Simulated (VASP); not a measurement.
# LaRh2Si2 (space group I4/mmm): computed properties

These are PBEsol GGA, VASP's PBE PAW potentials (set 64) (plane waves; VASP) values and carry that method's errors.

| Property | Value |
|---|---|
| space group | I4/mmm (139) |
| cell | a = b = 4.0894 Å, c = 10.2174 Å, α = β = γ = 90.00° |
| volume per atom | 17.09 Å³/atom |
| band gap (over mesh and band path) | none (metal, semimetal or under 0.01 eV) |
| band gap with spin-orbit coupling | none (metallic) |
| density | 7.79 g/cm³ |

```cif
data_La2Rh4Si4
_chemical_formula_sum 'La2 Si4 Rh4'
_space_group_name_H-M_alt 'I4/mmm'
_space_group_IT_number 139
_space_group_name_Hall '-I 4 2'
_cell_length_a 4.08945
_cell_length_b 4.08945
_cell_length_c 10.21745
_cell_angle_alpha 90.000
_cell_angle_beta 90.000
_cell_angle_gamma 90.000
loop_
_atom_site_label
_atom_site_type_symbol
_atom_site_symmetry_multiplicity
_atom_site_Wyckoff_symbol
_atom_site_fract_x
_atom_site_fract_y
_atom_site_fract_z
_atom_site_occupancy
La1 La 2 a 0.00000 0.00000 0.00000 1
Si1 Si 4 e 0.00000 0.00000 0.37270 1
Rh1 Rh 4 d 0.00000 0.50000 0.25000 1
```
(The calculation used a cell of 5 atoms; values per cell refer to that cell.)

The structure comes from a computed database's LaRh2Si2 entry (I4/mmm); how it stands against other phases isn't given here. It was relaxed first. Symmetry was kept, so distortions that lower it aren't found. The electron count is odd and the run is not spin-polarised, which forces a metal.
